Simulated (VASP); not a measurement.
Consider the following.

```
CELL_PARAMETERS angstrom
      0.00000     3.33213     3.33213
      3.33213     0.00000     3.33213
      3.33213     3.33213     0.00000
ATOMIC_POSITIONS crystal
  Na 0.25000 0.25000 0.25000
  Na 0.75000 0.75000 0.75000
  S  0.00000 0.00000 0.00000
```

Computed with PBE GGA, VASP's PBE PAW potentials (set 64) (plane waves; VASP 6.6.1). Numerical set-up: 300 eV cut-off, 6×6×6 Γ-centred mesh, Fermi-Dirac smearing of 0.020 eV, potentials Na_pv S.

Task: Give the energies of bands 8 to 13 at the high-symmetry points, in eV from the valence-band maximum.

Result: 
```json
[
 {"band": "8", "Γ": "0.00", "X": "-1.39", "U": "-1.16", "L": "-1.55", "W": "-0.96"},
 {"band": "9", "Γ": "0.00", "X": "-0.44", "U": "-0.88", "L": "-0.13", "W": "-0.96"},
 {"band": "10", "Γ": "0.00", "X": "-0.44", "U": "-0.34", "L": "-0.13", "W": "-0.55"},
 {"band": "11", "Γ": "2.30", "X": "3.81", "U": "4.48", "L": "4.56", "W": "4.74"},
 {"band": "12", "Γ": "7.55", "X": "5.83", "U": "6.18", "L": "6.22", "W": "6.94"},
 {"band": "13", "Γ": "7.55", "X": "8.01", "U": "7.50", "L": "7.02", "W": "6.94"}
]
```

The gap is direct, 2.30 eV, from the valence maximum at Γ to the conduction minimum at Γ.

The structure is a typed Na2S crystal (Fm-3m). The cell was not relaxed at this level.
